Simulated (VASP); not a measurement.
An input for VASP 6.6.1 (ZnHgO2):

The input run.py:

```python
from ase.calculators.vasp import Vasp
from ase.dft.bandgap import bandgap
from ase.io import read

atoms = read('ZnHgO2.cif')
calc = Vasp(
    directory='calc',
    xc='r2scan',
    pp='PBE',
    setups={'base': 'minimal', 'Zn': '_GW', 'Hg': '_sv_GW', 'O': '_GW'},
    prec='Accurate',
    encut=40,
    ediff=1e-07,
    ismear=-1,
    sigma=0.02,
    lreal=False,
    lasph=True,
    nelm=93,
    algo='Normal',
    isif=2,
    lwave=False,
    lcharg=False,
    lmixtau=True,
    ivdw=12,
    vdw_s6=1.0,
    vdw_s8=0.78981345,
    vdw_a1=0.49484001,
    vdw_a2=5.73083694,
    kpts=[7, 7, 8],
    gamma=True,
)
atoms.calc = calc

print('energy (eV):', atoms.get_potential_energy())
print('free energy (eV):', atoms.get_potential_energy(force_consistent=True))
print('forces (eV/A):')
print(atoms.get_forces())
print('stress (eV/A^3, Voigt):', atoms.get_stress())
print('Fermi level (eV):', calc.get_fermi_level())
gap, top, bottom = bandgap(calc)
print('band gap (eV):', gap, 'from (spin, k, band)', top, 'to', bottom)
```

The input ZnHgO2.cif:

```cif
data_ZnHgO2
_cell_length_a 4.00922000
_cell_length_b 4.00922000
_cell_length_c 3.30459000
_cell_angle_alpha 90.00000000
_cell_angle_beta 90.00000000
_cell_angle_gamma 90.00000000
_space_group_name_H-M_alt 'P1'
_space_group_name_Hall 'P 1'
_space_group_IT_number 1
loop_
_space_group_symop_operation_xyz
'x,y,z'
loop_
_atom_site_label
_atom_site_type_symbol
_atom_site_symmetry_multiplicity
_atom_site_Wyckoff_symbol
_atom_site_fract_x
_atom_site_fract_y
_atom_site_fract_z
_atom_site_occupancy
Zn1 Zn 1 a -0.0017930000 0.0021110000 -0.0040430000 1
Hg1 Hg 1 a 0.4971570000 0.4980850000 0.4996540000 1
O1 O 1 a 0.5090020000 -0.0029420000 -0.0038260000 1
O2 O 1 a -0.0104770000 0.4922020000 -0.0029000000 1
```

Potentials or basis: VASP PAW PBE potentials, release 64 (Zn_GW, Hg_sv_GW, O_GW).

Launch:

```sh
$ python run.py
```

Question: What does the program do with it?

Answer: The run stopped without a result. It printed:

Output:

```text
ase.calculators.calculator.CalculationFailed: vasp in <dir> returned an error: 1 stderr is in vasp.out
```

OUTCAR:

```text
ENCUT = 40.000000
   VDW_S6 = 1.000000
[... 203 lines left out ...]
  energy-cutoff  :       40.00
  volume of cell :       53.12
 maximum number of plane-waves:        37
   NGX =  5   NGY =  5   NGZ =  3
```

Among its messages:

```text
EDDAV: Call to ZHEGV failed. Returncode = 15 2 16 ---->  I REFUSE TO CONTINUE WITH THIS SICK JOB ... BYE!!! <----
```
